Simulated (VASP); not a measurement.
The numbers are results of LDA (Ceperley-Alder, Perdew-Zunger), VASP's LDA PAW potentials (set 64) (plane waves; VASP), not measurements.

The input files of a VASP run:

**KPOINTS**
```
kpoints
0
gamma
  14 14 7
0 0 0
```

File POSCAR:
```
Cd
1
    1.4409388983    -2.4957798206     0.0000000000
    1.4409388983     2.4957798206     0.0000000000
    0.0000000000     0.0000000000     4.9980609568
Cd
2
Direct
  0.3333330000   0.6666670000   0.2500000000
  0.6666670000   0.3333330000   0.7500000000
```

### INCAR
```
SYSTEM=Cd
PREC=Accurate; ENCUT=500; LREAL=.FALSE.
LASPH=.TRUE.
EDIFF=1E-6; NELM=100; ALGO=Normal
LMAXMIX=4
ISMEAR=1; SIGMA=0.1
IBRION=2; NSW=40; ISIF=3
EDIFFG=-0.02; PSTRESS=100
LWAVE=.FALSE.; LCHARG=.FALSE.
```

POTCAR, in this order: Cd (LDA.64 set). Program: vasp_std.

The resulting files:

OUTCAR:
```
 ion  position               nearest neighbor table
   1  0.333  0.667  0.250-   2 3.00   2 3.00   2 3.00   2 3.00   2 3.00   2 3.00
   2  0.667  0.333  0.750-   1 3.00   1 3.00   1 3.00   1 3.00   1 3.00   1 3.00
  LATTYP: Found a hexagonal cell.
 ALAT       =     2.8818781760
 C/A-ratio  =     1.7343068136
 Subroutine PRICEL returns:
 Original cell was already a primitive cell.
 Subroutine GETGRP returns: Found 24 space group operations
The static configuration has the point symmetry D_3d.
 The point group associated with its full space group is D_6h.
The dynamic configuration has the point symmetry D_3d.
 Subroutine INISYM returns: Found 24 space group operations
 Subroutine IBZKPT returns following result:
 Found     96 irreducible k-points:

 Following reciprocal coordinates:
            Coordinates               Weight
  0.000000  0.000000  0.000000      1.000000
  0.071429  0.000000  0.000000      6.000000
  0.142857  0.000000  0.000000      6.000000
  0.214286  0.000000  0.000000      6.000000
  0.285714 -0.000000  0.000000      6.000000
  0.357143  0.000000  0.000000      6.000000
  0.428571  0.000000  0.000000      6.000000
...
```

File OSZICAR:
```
       N       E                     dE             d eps       ncg     rms          rms(c)
DAV:   1     0.170971102719E+03    0.17097E+03   -0.13537E+04  3072   0.153E+03
DAV:   2     0.102297843076E+00   -0.17087E+03   -0.16750E+03  3120   0.386E+02
DAV:   3    -0.312857272371E+01   -0.32309E+01   -0.32275E+01  3816   0.632E+01
DAV:   4    -0.313248503076E+01   -0.39123E-02   -0.39122E-02  3592   0.194E+00
DAV:   5    -0.313249534142E+01   -0.10311E-04   -0.10310E-04  3888   0.988E-02    0.758E+00
DAV:   6    -0.295003531661E+01    0.18246E+00   -0.43272E-01  3384   0.942E+00    0.543E+00
DAV:   7    -0.292752703754E+01    0.22508E-01   -0.53826E-02  3752   0.256E+00    0.188E+00
DAV:   8    -0.292505818509E+01    0.24689E-02   -0.68214E-03  3376   0.127E+00    0.109E-01
DAV:   9    -0.292506687776E+01   -0.86927E-05   -0.13570E-05  4104   0.462E-02    0.485E-02
DAV:  10    -0.292507441836E+01   -0.75406E-05   -0.38574E-06  3040   0.228E-02    0.227E-03
DAV:  11    -0.292507438803E+01    0.30323E-07   -0.34346E-07  2152   0.844E-03
   1 F= -.68133302E+00 E0= -.68123356E+00  d E =-.681333E+00
```

### OUTCAR
```
------------------------ aborting loop because EDIFF is reached ----------------------------------------
  FORCE on cell =-STRESS in cart. coord.  units (eV):
  Direction    XX          YY          ZZ          XY          YZ          ZX
  --------------------------------------------------------------------------------------
  Total        2.2597160      2.2597168      2.2518869      0.0000000     -0.0000000      0.0000000
  in kB      100.7119655    100.7120008    100.3630347      0.0000000     -0.0000000      0.0000000
  external PRESSURE =       0.5956670 kB  Pullay stress =     100.0000000 kB
  volume of cell :       35.95
      direct lattice vectors                 reciprocal lattice vectors
     1.440938898 -2.495779821  0.000000000     0.346995976 -0.200338185  0.000000000
     1.440938898  2.495779821  0.000000000     0.346995976  0.200338185  0.000000000
     0.000000000  0.000000000  4.998060957     0.000000000  0.000000000  0.200077592
 POSITION                                       TOTAL-FORCE (eV/Angst)
 -----------------------------------------------------------------------------------
      1.44094      0.83193      1.24952        -0.000000      0.000000      0.000000
      1.44094     -0.83193      3.74855         0.000000     -0.000000      0.000000
 -----------------------------------------------------------------------------------
    total drift:                                0.000013      0.000169      0.000002
  FREE ENERGIE OF THE ION-ELECTRON SYSTEM (eV)
  ---------------------------------------------------
  free  energy   TOTEN  =        -2.9250743880 eV

  energy  without entropy=       -2.9247760280  energy(sigma->0) =       -2.92497493
  enthalpy is  TOTEN    =        -0.6813330152 eV   P V=        2.2437413729

 reached required accuracy - stopping structural energy minimisation
```
(Selected blocks of OUTCAR.)

The compound is Cd in the hcp structure. It was relaxed first under an external pressure of 10 GPa.
